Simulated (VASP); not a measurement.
Energy against volume of Mg (hcp). Calculation: PBE GGA, VASP's PBE PAW potentials (set 64) (plane waves; VASP). Numerical set-up: 520 eV cut-off, 13×13×7 Γ-centred mesh, first-order Methfessel-Paxton smearing of 0.10 eV, potentials Mg.

Shape and ions are relaxed at each volume.

| V (Å³/atom) | E (eV/atom) |
|---|---|
| 22.134 | -1.49862 |
| 22.819 | -1.50132 |
| 23.503 | -1.49937 |
| 24.188 | -1.49348 |

### Question
Fit these four points and predict the energy of the run at 21.450 Å³/atom.

### Answer
A cubic in V^(−2/3), the third-order Birch-Murnaghan form, passes through the four points with V0 = 22.85 Å³/atom and B0 = 36 GPa, and gives -1.4904 eV/atom there. The run gave -1.4904 eV/atom, -0.0 meV/atom from the fit; all five points give B0 = 36 GPa.

The compound is Mg in the hcp structure. It was relaxed first.
